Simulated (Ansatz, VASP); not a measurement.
# Si in two plane-wave programs, part 2 of 2

Wanted: the spread between two codes on one cell, functional and k mesh. The cell is taken from a series of runs on this material, whose earlier steps may have relaxed, scaled, displaced or heated it; both programs get it as it stands.

VASP 6.6.1 and Ansatz 0.2.0.

So far: The structure; VASP: relaxation of cell and atoms, r2SCAN, pair 1.

This is not the structure that Si takes at ambient pressure and room temperature (diamond type); it is a model or a phase of other conditions.

## 3. Ansatz: relaxation of cell and atoms, r2SCAN, pair 1

Level of this step: Ansatz beside VASP: Kohn-Sham DFT, plane waves, r2SCAN (Ansatz).

Ansatz runs on its PAW soft_1 files.

The same cell, functional, mesh and smearing now go to Ansatz.

Contents of input.yaml:

```yaml
crystal:
  lattice:
    - [3.84, 0.0, 0.0]
    - [-1.92, 3.32553755, 0.0]
    - [0.0, 0.0, 18.81208122]
  atoms:
    - { symbol: Si, position: [0.0, 0.0, 0.6875] }
    - { symbol: Si, position: [0.0, 0.0, 0.8125] }
    - { symbol: Si, position: [0.33333333, 0.66666667, 0.85416667] }
    - { symbol: Si, position: [0.33333333, 0.66666667, 0.97916667] }
    - { symbol: Si, position: [0.66666667, 0.33333333, 0.02083333] }
    - { symbol: Si, position: [0.66666667, 0.33333333, 0.14583333] }
    - { symbol: Si, position: [0.0, 0.0, 0.1875] }
    - { symbol: Si, position: [0.0, 0.0, 0.3125] }
    - { symbol: Si, position: [0.66666667, 0.33333333, 0.35416667] }
    - { symbol: Si, position: [0.66666667, 0.33333333, 0.47916667] }
    - { symbol: Si, position: [0.33333333, 0.66666667, 0.52083333] }
    - { symbol: Si, position: [0.33333333, 0.66666667, 0.64583333] }
kpoints:
  mp_grid: { grid: [10, 10, 2] }
scf:
  occupations: { method: fermi_dirac, width: 0.02 }
hamiltonian:
  xc: r2scan
  pseudopotentials: { kind: paw, azcp: { folder: soft_1 } }
basis:
  ecutwfc: 600
output:
  forces: true
  stress: true
relax:
  f_tol: 0.005
  max_steps: 70
  cell: { stress_tol: 0.02, p_target: 0 }
```

Run with:

```console
$ ansatz run input.yaml --threads 4 --pin off --max-ram 10240MiB --backend cpu --events-out ev --progress --plain --runs-dir out
```

Numbers of over 12 decimals in the logs are rounded to 6 here.

Output:

```text
Engine: ansatz 0.2.0, aarch64-unknown-linux-gnu
Pseudopotentials: kind: paw
Pseudopotential: Si, paw, valence charge 4, recommended cutoff 500 eV (meta_gga), soft_1/Si.paw.azcp
Functional definition: r2SCAN
  parameter k0 = 0.174
  parameter k1 = 0.065
  parameter a1 = 4.9479
  exchange = r2scan_x(k0 = k0, k1 = k1, a1 = a1)
  correlation = r2scan_c
Crystal: 12 atoms, lattice volume = 240.231 Å³
Basis set: ecut = 600 eV, 8073 PW (Γ), exchange–correlation on 128×128×640 points (64 copies of the dense FFT grid, shifted against one another)
Bands: 36, of which v1, the nominal top of the filled ones, is band 24 counted from 1 (23 counted from 0)
Symmetry: 24 space group operations
Space group: P63/mmc (ITA 194), of the structure as read, at distance tolerance 6.2e-5 Å
k-points: 28 of 200
Non-local potential: Si, projectors of the file, l = 0: 2, l = 1: 2, l = 2: 1
PAW form: soft (Blöchl's): semilocal exchange-correlation on the pseudo side does not see the compensation charge
PAW frozen core: Si, regenerated for the run's functional (the file was generated under x = pbe(κ = 0.804, μ = 0.219515), c = pbe(β = 0.066725))
PAW one-centre angular grid: Si, 302 points (default); XC on 160 Gauss nodes
Initial density: superposition of atomic densities (chi_scale 0.1, normalization cell)
Initial wavefunctions: pseudopotential atomic-orbital guess
Functional: x = r2scan, c = r2scan; τ floored in thin density (d = 2e-4 eV/Å³)
SCF iter   1: F=—  HF=-7668.644995 eV  |F-HF|=—  |Δ(HF+E_count)|=         —  Δρ=4.60e-2  dr2=4.39e0  dr2_τ=8.05e-2  ethr=3.10e-3  ⟨swp⟩=8.7  Hψ=6004  notcnv=0  defer=5
preconditioner: auto → Resta (q_TF=auto, 2.086 Å⁻¹)  ε∞=4.8  [insulator: Δε(μ)=0.917 eV  Ē_g=8.542 eV  σ=0.020 eV  W_gap=1.00  n_scr=42 (ndim 8)  ℏωp=16.6 eV  f_vac=0.000  D(μ)=0.00/eV (n_scr^D=0)  ε∞_Penn≈4.8]
SCF iter   2: F=—  HF=-7668.669038 eV  |F-HF|=—  |Δ(HF+E_count)|=   2.40e-2  Δρ=2.77e-2  dr2=1.64e0  dr2_τ=4.11e-3  ethr=3.10e-3  ⟨swp⟩=2.1  Hψ=1415  notcnv=0  defer=159
SCF iter   3: F=—  HF=-7668.759270 eV  |F-HF|=—  |Δ(HF+E_count)|=   9.02e-2  Δρ=2.04e-3  dr2=1.42e-2  dr2_τ=9.43e-5  ethr=3.10e-3  ⟨swp⟩=3.4  Hψ=1535  notcnv=0  defer=75
automatic band count: iteration 3 solves 33 bands in place of 36: the levels show a gap, and the empty bands left out lie too high to hold charge; the band table lists the bands solved (type scf.n_extra_bands for more)
SCF iter   4: F=—  HF=-7668.763876 eV  |F-HF|=—  |Δ(HF+E_count)|=   4.61e-3  Δρ=5.74e-4  dr2=6.19e-4  dr2_τ=1.55e-5  ethr=2.95e-5  ⟨swp⟩=3.4  Hψ=1871  notcnv=0  defer=75
SCF iter   5: F=—  HF=-7668.764381 eV  |F-HF|=—  |Δ(HF+E_count)|=   5.05e-4  Δρ=6.99e-5  dr2=1.83e-5  dr2_τ=1.63e-7  ethr=1.29e-6  ⟨swp⟩=2.6  Hψ=1606  notcnv=0  defer=75
SCF iter   6: F=—  HF=-7668.764451 eV  |F-HF|=—  |Δ(HF+E_count)|=   6.99e-5  Δρ=1.85e-5  dr2=3.13e-6  dr2_τ=2.69e-8  ethr=3.82e-8  ⟨swp⟩=2.5  Hψ=1461  notcnv=0  defer=75
SCF iter   7: F=-7668.764451 eV  HF=-7668.764451 eV  |F-HF|=2.81e-8  |Δ(HF+E_count)|=   1.95e-7  Δρ=4.83e-6  dr2=9.44e-8  dr2_τ=5.96e-10  ethr=2.08e-10  ⟨swp⟩=4.0  Hψ=4085  notcnv=0
SCF 1 converged in 7 iterations: F = -7668.764451 eV  dr2 = 9.44e-8
  greatest PAW one-centre occupation: 0.629 electrons in one spin orbital (limit 2), on the Si atom at site 7 (counted from 0), in its partial waves of l = 0
relax step   1: F+E_penalty+E_count = -7668.76445073 eV  Δ(F+E_penalty+E_count) = +0.000e0 eV  max|allowed force component| = 1.335e-1 eV/Å  Δτ_max = 0.0000 Å  P = +0.658 GPa  Ω = 240.231 Å³  (7 SCF iters, dr2 threshold 1.00e-7 eV, accepted)
[...]
relax step   2: F+E_penalty+E_count = -7668.77081686 eV  Δ(F+E_penalty+E_count) = -6.366e-3 eV  max|allowed force component| = 6.744e-2 eV/Å  Δτ_max = 0.0126 Å  P = +0.096 GPa  Ω = 241.584 Å³  energy of the carried Pulay correction = -9.499e-5 eV  (5 SCF iters, dr2 threshold 1.20e-6 eV, accepted)
[...]
relax step   3: F+E_penalty+E_count = -7668.77209320 eV  Δ(F+E_penalty+E_count) = -1.276e-3 eV  max|allowed force component| = 1.846e-2 eV/Å  Δτ_max = 0.0029 Å  P = +0.016 GPa  Ω = 241.793 Å³  energy of the carried Pulay correction = -1.096e-4 eV  (4 SCF iters, dr2 threshold 2.84e-7 eV, accepted)
[...]
relax step   4: F+E_penalty+E_count = -7668.77213196 eV  Δ(F+E_penalty+E_count) = -3.877e-5 eV  max|allowed force component| = 3.544e-4 eV/Å  Δτ_max = 0.0007 Å  P = +0.001 GPa  Ω = 241.833 Å³  energy of the carried Pulay correction = -1.124e-4 eV  (4 SCF iters, dr2 threshold 2.13e-8 eV, accepted)
[...]
relax step   5: F+E_penalty+E_count = -7668.77224131 eV  Δ(F+E_penalty+E_count) = -1.093e-4 eV  max|allowed force component| = 3.355e-4 eV/Å  Δτ_max = 0.0000 Å  P = +0.001 GPa  Ω = 241.833 Å³  stress off target by 2.09e-3 GPa  SCF on the basis re-selected at this cell (its energy is not comparable with the rows above)  (5 SCF iters)
basis re-selected at this cell: Δ(F+E_penalty+E_count) = -1.093e-4 eV, ΔP = +0.000 GPa vs the last step (what re-selecting the basis moved, of the pressure what is left beyond the Pulay correction that the steps carried, after the strain that the cell walked since its last selection, with what the two solves' SCF thresholds leave and, on support functions, any second-order correction that the steps lacked; it is no m [...]
SCF converged after 5 iterations
Free energy (F): -7668.772241 eV
Harris-Foulkes:  -7668.772241 eV  (|F-HF|=2.46e-11)
Internal energy: -7668.772241 eV  (E = F + TS)
E sigma→0 (E₀):  -7668.772241 eV
Fermi energy:    6.533799 eV
--- Per-component energies (eV) ---
  E_band       = 38.138603
  E_kinetic    = 487.770683
  E_local      = -291.482315  (includes V_loc(G=0)·N_el)
  E_nonlocal   = 265.296348
  E_hartree    = 90.394919
  E_xc         = -631.750542
  E_vxc        = -608.548825  (∫ρ·V_xc dr)
  E_paw        = -6220.561840  (= ΣΔE_a)
  E_vpaw       = -19.272094  (= ΣTr[D̂ρ^β])
  E_aug_tail   = 0.000101  (compensation charges beyond the density's cutoff)
  E_vtau       = 23.584851  (kinetic-family band-sum trace: ∫τ·v_τ [+ j·A + Jᵃ·Aᵃ] dr)
  E_ewald      = -1367.522398
  E_core_change = -0.917197  (= ΣΔE_core)
  E_smearing   = -0.000000  (= −TS)
  E_closure    = -0.000000  (closes the sum)
  Σ components = -7668.772241   (vs F -7668.772241, Δ=0.00e0)
--- Forces (eV/Å), atoms counted from 1 ---
  atom   1  Si    -0.00000000    -0.00000000     0.00004088
  atom   2  Si    -0.00000000    -0.00000000    -0.00004088
  atom   3  Si    -0.00000000     0.00000000    -0.00033549
  atom   4  Si    -0.00000000    -0.00000000     0.00008067
  atom   5  Si     0.00000000     0.00000000    -0.00008067
  atom   6  Si    -0.00000000    -0.00000000     0.00033549
  atom   7  Si     0.00000000     0.00000000     0.00004088
  atom   8  Si     0.00000000     0.00000000    -0.00004088
  atom   9  Si    -0.00000000    -0.00000000    -0.00033549
  atom  10  Si     0.00000000     0.00000000     0.00008067
  atom  11  Si    -0.00000000    -0.00000000    -0.00008067
  atom  12  Si    -0.00000000     0.00000000     0.00033549
  max |Σ_I F_I| component: 7.40e-17 eV/Å
--- Stress (GPa, compression-positive) ---
        0.000191       0.000000       0.000000
        0.000000       0.000191       0.000000
        0.000000       0.000000       0.002086
  P = ⅓ Tr σ = 0.0008 GPa (0.008 kbar)
--- Relaxed structure (4 steps of the walk, 4 accepted, 1 SCFs on fresh bases) ---
  F+E_penalty+E_count = -7668.77224131 eV   max|allowed force component| = 3.355e-4 eV/Å   (the final SCF, on the basis selected at the relaxed cell)
  cell:  # Å, volume = 241.8330 Å³
    - [3.843162, 0.0, 0.0]
    - [-1.921581, 3.328276, 0.0]
    - [0.0, 0.0, 18.906348]
  atoms:
    - { symbol: Si, position: [0, 0, 0.687181] }
    - { symbol: Si, position: [0, 0, 0.812819] }
    - { symbol: Si, position: [0.333333, 0.666667, 0.854652] }
    - { symbol: Si, position: [0.333333, 0.666667, 0.979199] }
    - { symbol: Si, position: [0.666667, 0.333333, 0.020801] }
    - { symbol: Si, position: [0.666667, 0.333333, 0.145348] }
    - { symbol: Si, position: [0, 0, 0.187181] }
    - { symbol: Si, position: [0, 0, 0.312819] }
    - { symbol: Si, position: [0.666667, 0.333333, 0.354652] }
    - { symbol: Si, position: [0.666667, 0.333333, 0.479199] }
    - { symbol: Si, position: [0.333333, 0.666667, 0.520801] }
    - { symbol: Si, position: [0.333333, 0.666667, 0.645348] }
```

The column dr2 measures how far the density is from self-consistency, as an energy; F and HF (Harris–Foulkes) agree once it is small.

## 4. Comparison

Known differences besides the potentials themselves: VASP keeps PBE cores, Ansatz makes them for the functional; the cutoff is 600 eV in Ansatz and 550 eV in VASP; Ansatz adds a Pulay correction to the stress that steers its cell, VASP none. Total energies have different zeros and are not compared.

Both answers:

```csv
quantity,Ansatz,VASP,difference
volume (Å³),241.83,241.29,+0.22 %
"edge a after relaxation, in the typed setting (Å)",3.843,3.840,+0.08 %
"edge c after relaxation, in the typed setting (Å)",18.906,18.894,+0.07 %
```

## 5. VASP: relaxation of cell and atoms, r2SCAN, pair 2

The relaxed volume is the usual yardstick between codes: in a stiff, nearly cubic crystal its relative difference is about their pressure difference at one cell divided by the bulk modulus. This pair takes another cell of the material, with 16 atoms against 12 for the pair before.

Contents of INCAR:

```
SYSTEM = Si
PREC = Accurate
ENCUT = 550
EDIFF = 1E-07
NELM = 120
ISMEAR = -1
SIGMA = 0.02
LREAL = .FALSE.
ALGO = Normal
METAGGA = R2SCAN
LASPH = .TRUE.
NBANDS = 48
LORBIT = 11
LWAVE = .FALSE.
LCHARG = .FALSE.
ISIF = 3
IBRION = 2
NSW = 80
EDIFFG = -0.005
GGA_COMPAT = .FALSE.
NELMIN = 4
EFERMI = MIDGAP
LMIXTAU = .TRUE.
KPAR = 4
```

Contents of POSCAR:

```
Si
1.0
    3.8400000000      0.0000000000      0.0000000000
   -1.9200000000      3.3255375500      0.0000000000
    0.0000000000      0.0000000000     25.0827749700
Si
16
Direct
    0.3333333300      0.6666666700      0.7031250000
    0.3333333300      0.6666666700      0.7968750000
    0.6666666700      0.3333333300      0.8281250000
    0.6666666700      0.3333333300      0.9218750000
    0.0000000000      0.0000000000      0.9531250000
    0.0000000000      0.0000000000      0.0468750000
    0.3333333300      0.6666666700      0.0781250000
    0.3333333300      0.6666666700      0.1718750000
    0.6666666700      0.3333333300      0.2031250000
    0.6666666700      0.3333333300      0.2968750000
    0.3333333300      0.6666666700      0.3281250000
    0.3333333300      0.6666666700      0.4218750000
    0.0000000000      0.0000000000      0.4531250000
    0.0000000000      0.0000000000      0.5468750000
    0.6666666700      0.3333333300      0.5781250000
    0.6666666700      0.3333333300      0.6718750000
```

Contents of KPOINTS:

```
Automatic mesh
0
Gamma
10 10 2
0 0 0
```

The projector-augmented-wave data sets are Si (PBE family, release 64).

Run with:

```console
$ mpirun -np 4 vasp_std
```

Output:

```text
[banner, memory and clock lines left out]
running    4 mpi-ranks, on    1 nodes
[...]
[... a notice as in an earlier step ...]

 LDA part: xc-table for (None), standard interpolation
 POSCAR, INCAR and KPOINTS ok, starting setup
[...]
entering main loop
       N       E                     dE             d eps       ncg     rms          rms(c)
DAV:   1     0.959556959758E+02    0.95956E+02   -0.25764E+04  2688   0.119E+03
DAV:   2    -0.136321354197E+03   -0.23228E+03   -0.21672E+03  3320   0.169E+02
DAV:   3    -0.149439065003E+03   -0.13118E+02   -0.12905E+02  3488   0.361E+01
DAV:   4    -0.149697203615E+03   -0.25814E+00   -0.25701E+00  3424   0.615E+00
[...]
DAV:  39    -0.138941470863E+03   -0.43642E-02   -0.17940E-05  3056   0.268E-02    0.276E-01
DAV:  40    -0.139096132063E+03   -0.15466E+00   -0.12614E-02  2688   0.702E-01    0.259E-01
DAV:  41    -0.139101994463E+03   -0.58624E-02   -0.30784E-04  3304   0.125E-01    0.248E-01
[...]
DAV:   7    -0.140368489751E+03   -0.13001E-04   -0.22330E-06  3008   0.749E-03    0.217E-03
DAV:   8    -0.140368532737E+03   -0.42986E-04   -0.28791E-06  2832   0.910E-03    0.116E-03
DAV:   9    -0.140368536094E+03   -0.33569E-05   -0.21424E-07  2384   0.238E-03    0.593E-04
[...]
DAV:  13    -0.140368574188E+03   -0.24124E-05   -0.45814E-07  2840   0.380E-03    0.163E-04
DAV:  14    -0.140368574508E+03   -0.31955E-06   -0.10734E-07  1736   0.173E-03    0.480E-05
DAV:  15    -0.140368574497E+03    0.11214E-07   -0.13943E-08  1560   0.515E-04
   3 F= -.14036857E+03 E0= -.14036857E+03  d E =-.482979E-02
[... from here on, the cycles between the ionic steps are left out ...]
   4 F= -.14036954E+03 E0= -.14036954E+03  d E =-.962481E-03
   5 F= -.14036960E+03 E0= -.14036960E+03  d E =-.102369E-02
   6 F= -.14036985E+03 E0= -.14036985E+03  d E =-.254216E-03
   7 F= -.14036987E+03 E0= -.14036987E+03  d E =-.276807E-03
   8 F= -.14036999E+03 E0= -.14036999E+03  d E =-.114986E-03
   9 F= -.14036999E+03 E0= -.14036999E+03  d E =-.115331E-03
  10 F= -.14037000E+03 E0= -.14037000E+03  d E =-.140009E-04
 trial-energy change:   -0.000014  1 .order   -0.000013   -0.000029    0.000003
 step:   0.9693(harm=  0.9529)  dis= 0.00041  next Energy=  -140.370004 (dE=-0.141E-04)
 reached required accuracy - stopping structural energy minimisation
```

Parts of OUTCAR (step 5):

```text
  Total        0.0146863      0.0146863      0.0074209      0.0000000      0.0000000     -0.0000000
  in kB        0.0731331      0.0731331      0.0369535      0.0000000      0.0000000     -0.0000000
  external PRESSURE =       0.0610732 kB  Pullay stress =       0.0000000 kB

 POSITION                                       TOTAL-FORCE (eV/Angst)
 -----------------------------------------------------------------------------------
     -0.00000      2.21802     17.69267         0.000000     -0.000000     -0.000888
     -0.00000      2.21802     20.06624         0.000000     -0.000000      0.000888
      1.92086      1.10901     20.85591        -0.000000     -0.000000      0.001042
      1.92086      1.10901     23.20916         0.000000      0.000000     -0.000635
      0.00000      0.00000     23.99523         0.000000     -0.000000     -0.001917
      1.92086      3.32702      1.17738        -0.000000      0.000000      0.001917
     -0.00000      2.21802      1.96344        -0.000000     -0.000000      0.000635
     -0.00000      2.21802      4.31669         0.000000      0.000000     -0.001042
      1.92086      1.10901      5.10637        -0.000000      0.000000     -0.000888
      1.92086      1.10901      7.47994        -0.000000      0.000000      0.000888
     -0.00000      2.21802      8.26961         0.000000      0.000000      0.001042
     -0.00000      2.21802     10.62286        -0.000000     -0.000000     -0.000635
      3.84172      0.00000     11.40892        -0.000000      0.000000     -0.001917
      0.00000      0.00000     13.76368         0.000000     -0.000000      0.001917
      1.92086      1.10901     14.54975         0.000000      0.000000      0.000635
      1.92086      1.10901     16.90299        -0.000000     -0.000000     -0.001042
 -----------------------------------------------------------------------------------
    total drift:                                0.000000     -0.000000     -0.000000

  FREE ENERGIE OF THE ION-ELECTRON SYSTEM (eV)
  ---------------------------------------------------
  free  energy   TOTEN  =      -140.3700043266 eV

  energy  without entropy=     -140.3700043265  energy(sigma->0) =     -140.37000433

[... 1 part as in an earlier step ...]

[... 3 further parts left out ...]
[key lines of the parts left out:]
E-fermi :   6.1718
```

## 6. Ansatz: relaxation of cell and atoms, r2SCAN, pair 2

The same cell, functional, mesh and smearing now go to Ansatz.

The cell is taken from a series of runs on this material, whose earlier steps may have relaxed, scaled, displaced or heated it; both programs get it as it stands.

input.yaml, the sections that differ from step 3:

```yaml
crystal:
  lattice:
    - [3.84, 0.0, 0.0]
    - [-1.92, 3.32553755, 0.0]
    - [0.0, 0.0, 25.08277497]
  atoms:
    - { symbol: Si, position: [0.33333333, 0.66666667, 0.703125] }
    - { symbol: Si, position: [0.33333333, 0.66666667, 0.796875] }
    - { symbol: Si, position: [0.66666667, 0.33333333, 0.828125] }
    - { symbol: Si, position: [0.66666667, 0.33333333, 0.921875] }
    - { symbol: Si, position: [0.0, 0.0, 0.953125] }
    - { symbol: Si, position: [0.0, 0.0, 0.046875] }
    - { symbol: Si, position: [0.33333333, 0.66666667, 0.078125] }
    - { symbol: Si, position: [0.33333333, 0.66666667, 0.171875] }
    - { symbol: Si, position: [0.66666667, 0.33333333, 0.203125] }
    - { symbol: Si, position: [0.66666667, 0.33333333, 0.296875] }
    - { symbol: Si, position: [0.33333333, 0.66666667, 0.328125] }
    - { symbol: Si, position: [0.33333333, 0.66666667, 0.421875] }
    - { symbol: Si, position: [0.0, 0.0, 0.453125] }
    - { symbol: Si, position: [0.0, 0.0, 0.546875] }
    - { symbol: Si, position: [0.66666667, 0.33333333, 0.578125] }
    - { symbol: Si, position: [0.66666667, 0.33333333, 0.671875] }
# kpoints, scf, hamiltonian, basis, output, relax: as in step 3
```

Run with:

```console
$ ansatz run input.yaml --threads 4 --pin off --max-ram 10240MiB --backend cpu --events-out ev --progress --plain --runs-dir out
```

Output:

```text
[...]
Crystal: 16 atoms, lattice volume = 320.309 Å³
Basis set: ecut = 600 eV, 10763 PW (Γ), exchange–correlation on 128×128×864 points (64 copies of the dense FFT grid, shifted against one another)
Bands: 48, of which v1, the nominal top of the filled ones, is band 32 counted from 1 (31 counted from 0)
Symmetry: 24 space group operations
[...]
k-points: 28 of 200
[...]
- { symbol: Si, position: [0, 0, 0.953224] }
    - { symbol: Si, position: [0, 0, 0.046776] }
    - { symbol: Si, position: [0.333333, 0.666667, 0.078000] }
    - { symbol: Si, position: [0.333333, 0.666667, 0.171480] }
[...]
- { symbol: Si, position: [0, 0, 0.453224] }
    - { symbol: Si, position: [0, 0, 0.546776] }
    - { symbol: Si, position: [0.666667, 0.333333, 0.578000] }
    - { symbol: Si, position: [0.666667, 0.333333, 0.671480] }
[key lines of the parts left out:]
SCF converged after 5 iterations
Free energy (F): -10225.040938 eV
Fermi energy:    6.534051 eV
P = ⅓ Tr σ = 0.0002 GPa (0.002 kbar)
```

## 7. Comparison

Compared:

```csv
quantity,Ansatz,VASP,difference
volume (Å³),322.50,321.74,+0.23 %
"edge a after relaxation, in the typed setting (Å)",3.845,3.842,+0.08 %
"edge c after relaxation, in the typed setting (Å)",25.192,25.173,+0.08 %
```

## 8. Outcome

```
difference in volume (relaxation of cell and atoms, r2SCAN, pair 1) : 0.22 %
difference in volume (relaxation of cell and atoms, r2SCAN, pair 2) : 0.23 %
```

**Reading.** The difference in volume is 0.23 % (relaxation of cell and atoms, r2SCAN, pair 2), within the 1.2 % picked in this series as the mark of a large difference, as far as the stopping tolerances let one tell. Such differences can come from data sets, numerical settings and the points named under the comparisons, not from the functional's error against experiment.

[Lines on the potential files, build, host, timing and source positions are cut from VASP's logs without a mark.]

[Logs are printed without paths, hosts, clocks, repeated set-up lines and the standing remarks that a program may print on its own settings, such as how far it seeks lower states.]

[Hosts, paths, dates, database ids (printed as entryN), source tags and the programs' standing remarks are cut or masked in the printed files.]
